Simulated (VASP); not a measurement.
Ti2HgS4: single point with r2SCAN

The system is Ti2HgS4.

```
CELL_PARAMETERS angstrom
0.00000 5.57781 0.00000
5.57781 0.00000 0.00000
2.78891 2.78891 -5.21395
ATOMIC_POSITIONS crystal
Ti 0.50000 0.50000 0.00000
Ti 0.75000 0.25000 0.50000
Hg 0.00000 0.00000 0.00000
S 0.39700 0.41700 0.72600
S 0.58300 0.12300 0.27400
S 0.87700 0.85700 0.72600
S 0.14300 0.60300 0.27400
```

The cell was built by a generator and needn't be a form met in nature.

```yaml
Program: VASP 6.6.1
Task: single point
Functional: r2SCAN
Potentials_or_basis: VASP PAW PBE potentials, release 64 (Ti_sv, Hg, S)
Cutoff: 520 eV
k_mesh: 4 × 4 × 4
Occupations: fermi-dirac, width 0.1 eV
Spin: no spin polarisation
Dipole_correction: no
Charge: -1
Further_INCAR_settings: ALGO = Normal; EDIFF = 1e-06; NBANDS = 39; NELECT = 61.0
```

```
Largest force          : 0.586 eV/Å
Band gap on the k mesh : none (metal or under the smearing width)
```

Forces on the atoms (eV/Å):
```
Ti   0.000  0.000  0.000
Ti   0.000  0.000  0.000
Hg   0.000  0.000  0.000
S   -0.147  0.504  0.259
S    0.504  0.147 -0.259
S    0.147 -0.504  0.259
S   -0.504 -0.147 -0.259
```

Levels at points of the mesh, in eV from the Fermi level:
| k point | band 27 | band 28 | band 29 | band 30 | band 31 | band 32 | band 33 | band 34 | band 35 | band 36 |
| --- | --- | --- | --- | --- | --- | --- | --- | --- | --- | --- |
| (0.00, 0.00, 0.00) | -3.70 | -3.70 | -3.47 | -0.77 | -0.75 | 0.31 | 0.31 | 0.36 | 0.90 | 1.05 |
| (0.50, 0.00, 0.00) | -3.47 | -3.42 | -3.07 | -0.08 | 0.13 | 0.23 | 0.37 | 0.71 | 1.07 | 1.24 |
| (0.50, 0.50, 0.00) | -3.24 | -3.22 | -3.13 | -0.01 | 0.07 | 0.23 | 0.61 | 0.63 | 0.83 | 1.30 |
| (0.00, 0.00, 0.50) | -3.46 | -3.38 | -3.38 | -0.93 | -0.20 | 0.30 | 0.35 | 0.35 | 0.68 | 1.58 |

Wall time 5.7 min on 1 thread of Intel(R) Xeon(R) Platinum 8488C (Sapphire Rapids), on a shared host, peak memory 0.36 GiB.

Caveat: the cell carries a net charge on a neutralising background, which shifts energy and pressure; the cell is charged against a uniform background, so pressure and absolute levels hang on convention; the PAW data sets were made with another functional, which shifts forces and pressure a little. The run has no spin-orbit coupling, so splittings on Hg are missing.
